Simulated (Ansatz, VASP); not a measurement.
## Cross-check of CuTe (CuTe (Pmmn)) between VASP and Ansatz

Aim: how closely do two programs agree when they are given the same cell, functional and k mesh? The two relaxations start from unlike cells of this crystal (the structure described is Ansatz's start), so only their ends are compared.

Method: plane waves, with VASP 6.6.1 beside it; relaxation of cell and atoms at PBEsol, in Ansatz 0.2.0.

## (1) The structure

Symmetry: Pmmn, No. 59, orthorhombic system. The conventional cell has a = 3.239 Å, b = 3.997 Å, c = 7.313 Å, α = 90.00°, β = 90.00°, γ = 90.00°. Cu has 4 Te at 2.59 to 2.71 Å and 4 Cu at 2.62 Å nearest. Te has 4 Cu at 2.59 to 2.71 Å nearest. Farther neighbours and most contacts between anions are not listed.

## (2) Ansatz: relaxation of cell and atoms, PBEsol

Ansatz runs on its default PAW (the set named soft_2) files.

The relaxed volume is the usual yardstick between codes: in a stiff, nearly cubic crystal its relative difference is about their pressure difference at one cell divided by the bulk modulus.

The input, input.yaml:

```yaml
crystal:
  lattice:
    - [3.2388858, 0.0, 0.0]
    - [0.0, 3.9969213, 0.0]
    - [0.0, 0.0, 7.3130281]
  atoms:
    - { symbol: Cu, position: [0.0, 0.5, 0.4645856] }
    - { symbol: Cu, position: [0.5, 0.0, 0.5354144] }
    - { symbol: Te, position: [0.0, 0.0, 0.23823067] }
    - { symbol: Te, position: [0.5, 0.5, 0.76176933] }
basis:
  ecutwfc: 420
  xc_grid: 2
hamiltonian:
  xc: pbesol
kpoints:
  mp_grid: { grid: [12, 10, 6] }
scf:
  occupations: { method: fermi_dirac, width: 0.05 }
  max_iter: 150
output:
  forces: true
  stress: true
relax:
  f_tol: 0.01
  max_steps: 60
  cell: {}
checkpoint:
  write: "../pbesol.run"
  compress: false
  write_wavefunctions: false
  write_every: 100000
```

On the command line:

```console
ansatz run input.yaml --threads 1 --pin off --max-ram 2355MiB --backend cpu --events-out ev --progress --plain --runs-dir out
```

Numbers of over 12 decimals in the logs are rounded to 6 here.

The program printed:

```text
Engine: ansatz 0.2.0, aarch64-unknown-linux-gnu
Pseudopotentials: kind: paw
Pseudopotential: Cu, paw, valence charge 19, recommended cutoff 420 eV (normal), Cu.paw.azcp
Pseudopotential: Te, paw, valence charge 16, recommended cutoff 420 eV (normal), Te.paw.azcp
Functional definition: PBEsol
  exchange = pbesol_x
  correlation = pbesol_c
Crystal: 4 atoms, lattice volume = 94.671 Å³
Basis set: ecut = 420 eV, 1867 PW (Γ), exchange–correlation on 48×54×100 points (8 copies of the dense FFT grid, shifted against one another)
Bands: 42, of which v1, the nominal top of the filled ones, is band 35 counted from 1 (34 counted from 0)
Symmetry: 8 space group operations
Space group: Pmmn (ITA 59), of the structure as read, at distance tolerance 4.6e-5 Å
k-points: 168 of 720
Non-local potential: Cu, projectors of the file, l = 0: 3, l = 1: 2, l = 2: 3, l = 3: 1
Non-local potential: Te, projectors of the file, l = 0: 2, l = 1: 2, l = 2: 2, l = 3: 2
PAW form: soft (Blöchl's): semilocal exchange-correlation on the pseudo side does not see the compensation charge
PAW frozen core: Cu, regenerated for the run's functional, and the local potential with it (the file was generated under x = pbe(κ = 0.804, μ = 0.219515), c = pbe(β = 0.066725))
PAW frozen core: Te, regenerated for the run's functional, and the local potential with it (the file was generated under x = pbe(κ = 0.804, μ = 0.219515), c = pbe(β = 0.066725))
PAW one-centre angular grid: Cu, 590 points (default); XC on 64 Gauss nodes
PAW one-centre angular grid: Te, 590 points (default); XC on 64 Gauss nodes
Initial density: superposition of atomic densities (neutral atoms: chi_scale 0, normalization atom), corrected by the library's trained network
Initial wavefunctions: pseudopotential atomic-orbital guess
Functional: x = pbesol(κ = 0.804, μ = 0.123457), c = pbesol(β = 0.046)
SCF iter   1: F=—  HF=-26980.773244 eV  |F-HF|=—  |Δ(HF+E_count)|=         —  Δρ=1.25e-2  dr2=1.02e-1  ethr=1.77e-3  ⟨swp⟩=6.9  Hψ=28625  notcnv=0  defer=62
preconditioner: auto → LDOS  [metal: Δε(μ)=0.012 eV  Ē_g=8.420 eV  σ=0.050 eV  W_gap=0.06  n_scr=30 (ndim 8)  ℏωp=22.3 eV  f_vac=0.142  D(μ)=0.98/eV (n_scr^D=2)  β→1.0]
SCF iter   2: F=—  HF=-26980.817896 eV  |F-HF|=—  |Δ(HF+E_count)|=   4.47e-2  Δρ=2.12e-2  dr2=2.35e-1  ethr=1.46e-4  ⟨swp⟩=2.1  Hψ=15116  notcnv=0  defer=352
SCF iter   3: F=—  HF=-26980.759670 eV  |F-HF|=—  |Δ(HF+E_count)|=   5.82e-2  Δρ=4.92e-3  dr2=1.53e-2  ethr=1.46e-4  ⟨swp⟩=2.0  Hψ=13410  notcnv=0  defer=352
SCF iter   4: F=—  HF=-26980.755180 eV  |F-HF|=—  |Δ(HF+E_count)|=   4.49e-3  Δρ=7.98e-4  dr2=5.45e-4  ethr=2.18e-5  ⟨swp⟩=2.0  Hψ=11388  notcnv=0  defer=352
SCF iter   5: F=—  HF=-26980.755076 eV  |F-HF|=—  |Δ(HF+E_count)|=   1.04e-4  Δρ=7.79e-5  dr2=3.50e-6  ethr=7.79e-7  ⟨swp⟩=2.7  Hψ=10849  notcnv=0  defer=352
SCF iter   6: F=—  HF=-26980.755069 eV  |F-HF|=—  |Δ(HF+E_count)|=   6.75e-6  Δρ=1.46e-5  dr2=9.74e-8  ethr=1.43e-10  ⟨swp⟩=4.0  Hψ=31940  notcnv=0
SCF iter   7: F=-26980.755069 eV  HF=-26980.755069 eV  |F-HF|=1.79e-8  |Δ(HF+E_count)|=   1.03e-7  Δρ=5.03e-6  dr2=2.26e-8  ethr=1.39e-10  ⟨swp⟩=2.6  Hψ=24001  notcnv=0
SCF 1 converged in 7 iterations: F = -26980.755069 eV  dr2 = 2.26e-8
  greatest PAW one-centre occupation: 1.000 electrons in one spin orbital (limit 2), on the Cu atom at site 1 (counted from 0), in its partial waves of l = 0
relax step   1: F+E_penalty+E_count = -26980.75506890 eV  Δ(F+E_penalty+E_count) = +0.000e0 eV  max|allowed force component| = 1.867e-1 eV/Å  Δτ_max = 0.0000 Å  P = -2.163 GPa  Ω = 94.671 Å³  (7 SCF iters, dr2 threshold 1.00e-7 eV, accepted)
[...]
relax step   3: F+E_penalty+E_count = -26980.78642471 eV  Δ(F+E_penalty+E_count) = -6.187e-3 eV  max|allowed force component| = 3.541e-2 eV/Å  Δτ_max = 0.0323 Å  P = +0.060 GPa  Ω = 89.012 Å³  energy of the carried Pulay correction = +1.753e-3 eV  (6 SCF iters, dr2 threshold 4.00e-7 eV, accepted)
[...]
relax step   4: F+E_penalty+E_count = -26980.78729659 eV  Δ(F+E_penalty+E_count) = -8.719e-4 eV  max|allowed force component| = 4.262e-3 eV/Å  Δτ_max = 0.0201 Å  P = +0.067 GPa  Ω = 88.201 Å³  energy of the carried Pulay correction = +2.014e-3 eV  (7 SCF iters, dr2 threshold 7.84e-8 eV, accepted)
[...]
relax step   5: F+E_penalty+E_count = -26980.78734469 eV  Δ(F+E_penalty+E_count) = -4.810e-5 eV  max|allowed force component| = 1.713e-3 eV/Å  Δτ_max = 0.0016 Å  P = +0.008 GPa  Ω = 88.256 Å³  energy of the carried Pulay correction = +1.996e-3 eV  (5 SCF iters, dr2 threshold 4.84e-8 eV, accepted)
[...]
relax step   6: F+E_penalty+E_count = -26980.78513474 eV  Δ(F+E_penalty+E_count) = +2.210e-3 eV  max|allowed force component| = 1.893e-3 eV/Å  Δτ_max = 0.0000 Å  P = +0.016 GPa  Ω = 88.256 Å³  stress off target by 2.37e-2 GPa  SCF on the basis re-selected at this cell (its energy is not comparable with the rows above)  (8 SCF iters)
basis re-selected at this cell: Δ(F+E_penalty+E_count) = +2.210e-3 eV, ΔP = +0.008 GPa vs the last step (what re-selecting the basis moved, of the pressure what is left beyond the Pulay correction that the steps carried, after the strain that the cell walked since its last selection, with what the two solves' SCF thresholds leave and, on support functions, any second-order correction that the steps lacked; it is no measure of the basis error at this ecutwfc). The dense FFT grid was sized anew with the basis: this SCF ran on 24×27×48 points, the steps before it on 24×27×50, so part of this shift can come from that change (see relax.cell in the input reference). [rest of the remark cut]
SCF converged after 8 iterations
Free energy (F): -26980.785135 eV
Harris-Foulkes:  -26980.785135 eV  (|F-HF|=2.18e-11)
Internal energy: -26980.776771 eV  (E = F + TS)
E sigma→0 (E₀):  -26980.780953 eV
Entropy (-TS):   -0.008364 eV (-2.091 meV/atom)
Fermi energy:    11.205236 eV
--- Per-component energies (eV) ---
  E_band       = -1384.120913
  E_kinetic    = 963.783852
  E_local      = -15761.214165  (includes V_loc(G=0)·N_el)
  E_nonlocal   = 176.190630
  E_hartree    = 7674.625247
  E_xc         = -424.716627
  E_vxc        = -439.025728  (∫ρ·V_xc dr)
  E_paw        = -12429.635971  (= ΣΔE_a)
  E_vpaw       = -1673.106125  (= ΣTr[D̂ρ^β])
  E_aug_tail   = 0.000125  (compensation charges beyond the density's cutoff)
  E_ewald      = -7180.971895
  E_core_change = 1.162035  (= ΣΔE_core)
  E_smearing   = -0.008364  (= −TS)
  E_closure    = 0.000000  (closes the sum)
  Σ components = -26980.785135   (vs F -26980.785135, Δ=0.00e0)
--- Forces (eV/Å), atoms counted from 1 ---
  atom   1  Cu     0.00000000    -0.00000000    -0.00189252
  atom   2  Cu    -0.00000000     0.00000000     0.00189252
  atom   3  Te    -0.00000000     0.00000000    -0.00063263
  atom   4  Te     0.00000000    -0.00000000     0.00063263
  max |Σ_I F_I| component: 0.00e0 eV/Å
--- Stress (GPa, compression-positive) ---
        0.015066      -0.000000       0.000000
       -0.000000       0.023749      -0.000000
        0.000000      -0.000000       0.009320
  P = ⅓ Tr σ = 0.0160 GPa (0.160 kbar)
--- Relaxed structure (5 steps of the walk, 5 accepted, 1 SCFs on fresh bases) ---
  F+E_penalty+E_count = -26980.78513474 eV   max|allowed force component| = 1.893e-3 eV/Å   (the final SCF, on the basis selected at the relaxed cell)
  cell:  # Å, volume = 88.2559 Å³
    - [3.171232, 0, 0]
    - [0, 3.952400, -1.0714540214439433e-17]
    - [0, -1.960402214243638e-17, 7.041332]
  atoms:
    - { symbol: Cu, position: [0, 0.500000, 0.462565] }
    - { symbol: Cu, position: [0.5, 2.0524394236290638e-19, 0.537435] }
    - { symbol: Te, position: [0, -1.1038760793039258e-18, 0.227362] }
    - { symbol: Te, position: [0.5, 0.500000, 0.772638] }
```

## (3) VASP: relaxation of cell and atoms, PBEsol

Its own start cell and the same functional, mesh and smearing now go to VASP, with its own data sets.

Lines of VASP's logs that name or quote its potential files are left out, and so is its time.

The input, INCAR:

```
SYSTEM = CuTe
PREC = Accurate
ENCUT = 600
EDIFF = 1E-07
NELM = 120
ISMEAR = -1
SIGMA = 0.05
LREAL = .FALSE.
ALGO = Normal
GGA = PS
NBANDS = 23
LASPH = .TRUE.
LORBIT = 11
LWAVE = .FALSE.
LCHARG = .FALSE.
ISIF = 3
IBRION = 2
NSW = 80
EDIFFG = -0.005
GGA_COMPAT = .FALSE.
NELMIN = 4
KPAR = 2
```

The input, POSCAR:

```
CuTe
1.0
    3.1638391590      0.0000000000      0.0000000000
    0.0000000000      3.9621867760      0.0000000000
    0.0000000000      0.0000000000      7.0415303969
Cu Te
2 2
Direct
    0.0000000000      0.5000001251      0.4616822780
    0.5000000000      0.0000000000      0.5383178587
    0.0000000000      0.0000000000      0.2265686408
    0.5000000000      0.5000001251      0.7734314959
```

The input, KPOINTS:

```
Automatic mesh
0
Gamma
12 10 6
0 0 0
```

The projector-augmented-wave data sets are Cu and Te (PBE family, release 64).

On the command line:

```console
mpirun -np 2 vasp_std
```

The program printed:

```text
[banner, memory and clock lines left out]
running    2 mpi-ranks, on    1 nodes
 distrk:  each k-point on    1 cores,    2 groups
 distr:  one band on    1 cores,    1 groups

 POSCAR found type information on POSCAR CuTe
 POSCAR found :  2 types and       4 ions
|                                                                             |
|               ----> ADVICE to this user running VASP <----                  |
|                                                                             |
|     You enforced a specific xc type in the INCAR file but a different       |
|     [... a line on the potential file left out ...]
|     I HOPE YOU KNOW WHAT YOU ARE DOING!                                     |
|                                                                             |

 LDA part: xc-table for (Slater+PW92), standard interpolation
 POSCAR, INCAR and KPOINTS ok, starting setup
 FFT: planning ... GRIDC
 FFT: planning ... GRID_SOFT
 FFT: planning ... GRID
 WAVECAR not read
 entering main loop
       N       E                     dE             d eps       ncg     rms          rms(c)
DAV:   1     0.243930439300E+03    0.24393E+03   -0.15666E+04  7728   0.189E+03
DAV:   2     0.197283597677E+01   -0.24196E+03   -0.23228E+03  7735   0.343E+02
DAV:   3    -0.171161123661E+02   -0.19089E+02   -0.18338E+02 10081   0.122E+02
DAV:   4    -0.178658634743E+02   -0.74975E+00   -0.74781E+00 10370   0.210E+01
DAV:   5    -0.178930982083E+02   -0.27235E-01   -0.27232E-01 11873   0.393E+00    0.165E+01
DAV:   6    -0.184318927439E+02   -0.53879E+00   -0.34267E+01  9409   0.162E+02    0.121E+01
DAV:   7    -0.159123143013E+02    0.25196E+01   -0.89327E+00 10187   0.912E+01    0.376E+00
DAV:   8    -0.159608373360E+02   -0.48523E-01   -0.13292E+00 12455   0.230E+01    0.239E+00
DAV:   9    -0.159136546162E+02    0.47183E-01   -0.33203E-01 11380   0.153E+01    0.162E+00
DAV:  10    -0.159227839337E+02   -0.91293E-02   -0.43712E-02  9652   0.676E+00    0.115E+00
DAV:  11    -0.159137564580E+02    0.90275E-02   -0.15704E-02 10178   0.445E+00    0.168E-01
DAV:  12    -0.159137511714E+02    0.52867E-05   -0.60935E-03 12376   0.115E+00    0.101E-01
DAV:  13    -0.159137974825E+02   -0.46311E-04   -0.47104E-04 11800   0.236E-01    0.187E-01
DAV:  14    -0.159137596807E+02    0.37802E-04   -0.34601E-05  8992   0.415E-02    0.178E-01
DAV:  15    -0.159137429527E+02    0.16728E-04   -0.20587E-05 10028   0.289E-02    0.149E-01
DAV:  16    -0.159137390279E+02    0.39248E-05   -0.34274E-06 12216   0.176E-02    0.110E-01
DAV:  17    -0.159137377486E+02    0.12793E-05   -0.64891E-07 10815   0.154E-02    0.885E-02
DAV:  18    -0.159137362596E+02    0.14889E-05   -0.41309E-06  9131   0.106E-02    0.220E-02
DAV:  19    -0.159137363245E+02   -0.64872E-07   -0.21293E-07  7978   0.350E-03
   1 F= -.15913736E+02 E0= -.15909576E+02  d E =-.159137E+02
 curvature:   0.00 expect dE= 0.000E+00 dE for cont linesearch  0.000E+00
 trial: gam= 0.00000 g(F)=  0.470E-06 g(S)=  0.218E-04 ort = 0.000E+00 (trialstep = 0.100E+01)
 search vector abs. value=  0.223E-04
 bond charge predicted
       N       E                     dE             d eps       ncg     rms          rms(c)
DAV:   1    -0.159140639787E+02   -0.32772E-03   -0.53206E-03  8939   0.162E+00    0.150E-01
DAV:   2    -0.159139673936E+02    0.96585E-04   -0.34340E-03  9277   0.187E+00    0.974E-02
DAV:   3    -0.159137467156E+02    0.22068E-03   -0.87774E-04  9489   0.101E+00    0.273E-02
DAV:   4    -0.159137371797E+02    0.95359E-05   -0.47736E-05  9235   0.562E-02    0.140E-02
DAV:   5    -0.159137346840E+02    0.24957E-05   -0.91606E-06 11133   0.101E-01    0.426E-03
DAV:   6    -0.159137343236E+02    0.36043E-06   -0.20955E-06 12228   0.330E-02    0.883E-04
DAV:   7    -0.159137343535E+02   -0.29940E-07   -0.12065E-07  4903   0.293E-03
   2 F= -.15913734E+02 E0= -.15909564E+02  d E =0.197099E-05
 trial-energy change:    0.000002  1 .order   -0.000005   -0.000022    0.000012
 step:   0.3656(harm=  0.6416)  dis= 0.00004  next Energy=   -15.913740 (dE=-0.374E-05)
 bond charge predicted
       N       E                     dE             d eps       ncg     rms          rms(c)
DAV:   1    -0.159138695979E+02   -0.13527E-03   -0.21491E-03  8911   0.103E+00    0.957E-02
DAV:   2    -0.159138329897E+02    0.36608E-04   -0.13793E-03  9262   0.118E+00    0.604E-02
DAV:   3    -0.159137432094E+02    0.89780E-04   -0.35390E-04  9461   0.646E-01    0.173E-02
DAV:   4    -0.159137396085E+02    0.36009E-05   -0.19707E-05  8999   0.354E-02    0.921E-03
DAV:   5    -0.159137388327E+02    0.77577E-06   -0.39468E-06 10964   0.667E-02    0.256E-03
DAV:   6    -0.159137386984E+02    0.13429E-06   -0.84324E-07 11678   0.203E-02    0.589E-04
DAV:   7    -0.159137386878E+02    0.10622E-07   -0.44719E-08  4354   0.276E-03
   3 F= -.15913739E+02 E0= -.15909575E+02  d E =-.236330E-05
 curvature:  -0.13 expect dE=-0.931E-06 dE for cont linesearch -0.100E-07
 trial: gam= 0.26111 g(F)=  0.169E-05 g(S)=  0.544E-05 ort = 0.131E-05 (trialstep = 0.873E+00)
 search vector abs. value=  0.933E-05
 reached required accuracy - stopping structural energy minimisation
```

[end of part 1 of 2]

[Lines on the potential files, build, host, timing and source positions are cut from VASP's logs without a mark.]

[Logs are printed without paths, hosts, clocks, repeated set-up lines and the standing remarks that a program may print on its own settings, such as how far it seeks lower states.]

[Hosts, paths, dates, database ids (printed as entryN), source tags and the programs' standing remarks are cut or masked in the printed files.]
